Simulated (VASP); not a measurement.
Energy against volume of Li (bcc). All values below come from vdW-DF2, VASP's PBE PAW potentials (set 64) (plane waves; VASP 6.6.1). Numerical set-up: 520 eV cut-off, 15×15×15 Γ-centred mesh, first-order Methfessel-Paxton smearing of 0.10 eV, potentials Li_sv.

| V (Å³/atom) | E (eV/atom) |
|---|---|
| 18.861 | -1.03361 |
| 19.445 | -1.03477 |
| 20.028 | -1.03426 |
| 20.611 | -1.03231 |

### Question
Fit these four points and predict the energy of the run at 18.278 Å³/atom.

### Answer
A cubic in V^(−2/3), the third-order Birch-Murnaghan form, passes through the four points with V0 = 19.55 Å³/atom and B0 = 15 GPa, and gives -1.0305 eV/atom there. The run gave -1.0306 eV/atom, -0.1 meV/atom from the fit; all five points give B0 = 15 GPa.

The compound is Li in the bcc structure. It was relaxed first, which changed the volume by -8 %.
